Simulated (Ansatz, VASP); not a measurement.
## SrMg: VASP beside Ansatz

```
CELL_PARAMETERS angstrom
0.00000 3.21955 3.77948
3.21955 0.00000 3.77948
3.21955 3.21955 0.00000
ATOMIC_POSITIONS crystal
Sr 0.50000 0.50000 0.50000
Mg 0.00000 0.00000 0.00000
```

Change from the starting cell: strain -0.080 along x and y, +0.080 along z, atoms carried along.

Alike in both runs: task single point; functional LDA; k mesh 12 × 12 × 12; occupations gaussian, width 0.15 eV; no spin polarisation.

|  | VASP | Ansatz |
| --- | --- | --- |
| version | VASP 6.6.1 | Ansatz 0.2.0 |
| potentials or method | VASP PAW LDA potentials, release 64 (Sr_sv, Mg) | scalar-relativistic, plane waves, PAW |
| plane-wave cutoff (eV) | 520 | 420 |
| valence electrons in the cell | 12 | 20 |

|  | VASP | Ansatz | Ansatz less VASP |
| --- | --- | --- | --- |
| gap on the k mesh at the Fermi level (eV) | none | none | - |
| pressure (GPa) | 1.0 | 1.1 | +0.10 |
| largest component of the traceless stress (GPa) | 5.23 | 5.16 | -0.076 |

A gap of «none» marks a metal or a gap that the smearing closes. The two sets of potentials don't hold the same shells in valence.
